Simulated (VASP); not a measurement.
Output of a VASP run:

### OSZICAR
```
...
DAV:   1     0.968775439351E+02    0.96878E+02   -0.10776E+04  1317   0.282E+03
DAV:   2    -0.820226336963E+01   -0.10508E+03   -0.97416E+02  1367   0.402E+02
DAV:   3    -0.159615776789E+02   -0.77593E+01   -0.76995E+01  1402   0.943E+01
DAV:   4    -0.160772782522E+02   -0.11570E+00   -0.11563E+00  1428   0.121E+01
DAV:   5    -0.160789910930E+02   -0.17128E-02   -0.17128E-02  1348   0.140E+00    0.778E+00
DAV:   6    -0.139648451035E+02    0.21141E+01   -0.59761E+00  1777   0.528E+01    0.265E+00
DAV:   7    -0.139431559368E+02    0.21689E-01   -0.33550E-01  1232   0.738E+00    0.171E+00
DAV:   8    -0.139181094371E+02    0.25046E-01   -0.71870E-02  1441   0.397E+00    0.641E-01
DAV:   9    -0.139145625441E+02    0.35469E-02   -0.19013E-02  1755   0.358E+00    0.163E-01
DAV:  10    -0.139144804090E+02    0.82135E-04   -0.20817E-03  1626   0.813E-01    0.369E-02
DAV:  11    -0.139144524523E+02    0.27957E-04   -0.18870E-04  1828   0.261E-01    0.128E-02
DAV:  12    -0.139144535389E+02   -0.10865E-05   -0.12967E-05  1337   0.577E-02    0.361E-03
DAV:  13    -0.139144535384E+02    0.52160E-09   -0.53033E-07   661   0.750E-03
   1 F= -.11262549E+02 E0= -.11262549E+02  d E =-.112625E+02
       N       E                     dE             d eps       ncg     rms          rms(c)
DAV:   1    -0.151588976466E+02   -0.12444E+01   -0.17937E+01  1452   0.121E+02    0.771E+00
DAV:   2    -0.139302927579E+02    0.12286E+01   -0.22068E+00  1487   0.639E+01    0.323E+00
DAV:   3    -0.136654082122E+02    0.26488E+00   -0.21175E-01  1542   0.167E+01    0.960E-01
DAV:   4    -0.136251112654E+02    0.40297E-01   -0.34284E-02  1576   0.349E+00    0.150E-01
DAV:   5    -0.136240398699E+02    0.10714E-02   -0.33360E-03  1430   0.853E-01    0.271E-02
DAV:   6    -0.136240030921E+02    0.36778E-04   -0.56715E-05  1676   0.120E-01    0.125E-02
DAV:   7    -0.136239999053E+02    0.31867E-05   -0.76674E-06  1385   0.495E-02    0.253E-03
DAV:   8    -0.136239997153E+02    0.19004E-06   -0.63945E-07   651   0.355E-02
   2 F= -.11219930E+02 E0= -.11219930E+02  d E =0.426186E-01
       N       E                     dE             d eps       ncg     rms          rms(c)
DAV:   1    -0.143908454359E+02   -0.76685E+00   -0.75214E+00  1392   0.885E+01    0.441E+00
DAV:   2    -0.139702703428E+02    0.42058E+00   -0.65020E-01  1462   0.286E+01    0.205E+00
DAV:   3    -0.138552351344E+02    0.11504E+00   -0.14033E-01  1447   0.157E+01    0.414E-01
DAV:   4    -0.138430169342E+02    0.12218E-01   -0.24309E-02  1550   0.268E+00    0.992E-02
DAV:   5    -0.138429419960E+02    0.74938E-04   -0.82888E-04  1541   0.719E-01    0.439E-02
DAV:   6    -0.138429327740E+02    0.92220E-05   -0.81561E-05  1482   0.193E-01    0.104E-02
DAV:   7    -0.138429319223E+02    0.85167E-06   -0.78902E-06  1475   0.112E-01
   3 F= -.11288183E+02 E0= -.11288183E+02  d E =-.256345E-01
       N       E                     dE             d eps       ncg     rms          rms(c)
DAV:   1    -0.138400459486E+02    0.28868E-02   -0.28926E-03  1407   0.162E+00    0.915E-02
DAV:   2    -0.138398672359E+02    0.17871E-03   -0.28986E-04  1462   0.632E-01    0.410E-02
DAV:   3    -0.138398224820E+02    0.44754E-04   -0.46892E-05  1492   0.282E-01    0.968E-03
DAV:   4    -0.138398169561E+02    0.55260E-05   -0.78983E-06  1489   0.423E-02    0.846E-04
DAV:   5    -0.138398169571E+02   -0.10800E-08   -0.25510E-07   626   0.596E-03
   4 F= -.11288188E+02 E0= -.11288188E+02  d E =-.256393E-01
```

File OUTCAR:
```
------------------------ aborting loop because EDIFF is reached ----------------------------------------
  FORCE on cell =-STRESS in cart. coord.  units (eV):
  Direction    XX          YY          ZZ          XY          YZ          ZX
  --------------------------------------------------------------------------------------
  Total        2.5747766      2.5747766      2.5747766     -0.0000000     -0.0000000     -0.0000000
  in kB      201.8143553    201.8143553    201.8143553     -0.0000000     -0.0000000     -0.0000000
  external PRESSURE =       1.8143553 kB  Pullay stress =     200.0000000 kB
  volume of cell :       20.44
      direct lattice vectors                 reciprocal lattice vectors
     0.000000000  2.170148041  2.170148041    -0.230399028  0.230399028  0.230399028
     2.170148041  0.000000000  2.170148041     0.230399028 -0.230399028  0.230399028
     2.170148041  2.170148041 -0.000000000     0.230399028  0.230399028 -0.230399028
  FREE ENERGIE OF THE ION-ELECTRON SYSTEM (eV)
  ---------------------------------------------------
  free  energy   TOTEN  =       -13.8398169571 eV

  energy  without entropy=      -13.8398169571  energy(sigma->0) =      -13.83981696
  enthalpy is  TOTEN    =       -11.2881881753 eV   P V=        2.5516287818

 reached required accuracy - stopping structural energy minimisation
```
(Selected blocks of OUTCAR.)

### POSCAR
```
GaN
1
    0.0000000000     2.1982116233     2.1982116233
    2.1982116233     0.0000000000     2.1982116233
    2.1982116233     2.1982116233     0.0000000000
Ga N
1 1
Direct
  0.0000000000   0.0000000000   0.0000000000
  0.2500000000   0.2500000000   0.2500000000
```

Problem. Write an INCAR and KPOINTS that could have produced this output.

Solution. This is not unique; one that fits is the input of the run itself, LDA (Ceperley-Alder, Perdew-Zunger), plane waves, VASP's LDA PAW potentials (set 64).

File KPOINTS:
```
Regular mesh
0
Gamma
 10 10 10
```

INCAR:
```
SYSTEM=GaN
PREC=Accurate
LWAVE=.FALSE.
LREAL=.FALSE.   ! projection in real space or not
ENCUT=620   ! plane-wave cut-off (eV)
EDIFF=1E-6   ! SCF stop (eV)
LASPH=.TRUE.   ! aspherical one-centre terms
NSW=40
ISIF=3
IBRION=2   ! conjugate gradients
EDIFFG=-0.02   ! ionic stop
SIGMA=0.05   ! width (eV)
ALGO=Normal   ! blocked Davidson
LCHARG=.FALSE.
ISMEAR=0
NELM=100
PSTRESS=200
LMAXMIX=4   ! l cut-off of mixed one-centre charges
```

POTCAR, in this order: Ga_d N (LDA.64 set). Program: vasp_std.

Energy and stress use the plane-wave basis of the starting cell.

The compound is GaN in the zinc blende structure, a metastable form; wurtzite is the usual one. This run relaxes it under an external pressure of 20 GPa. Symmetry was kept, so distortions that lower it aren't found.
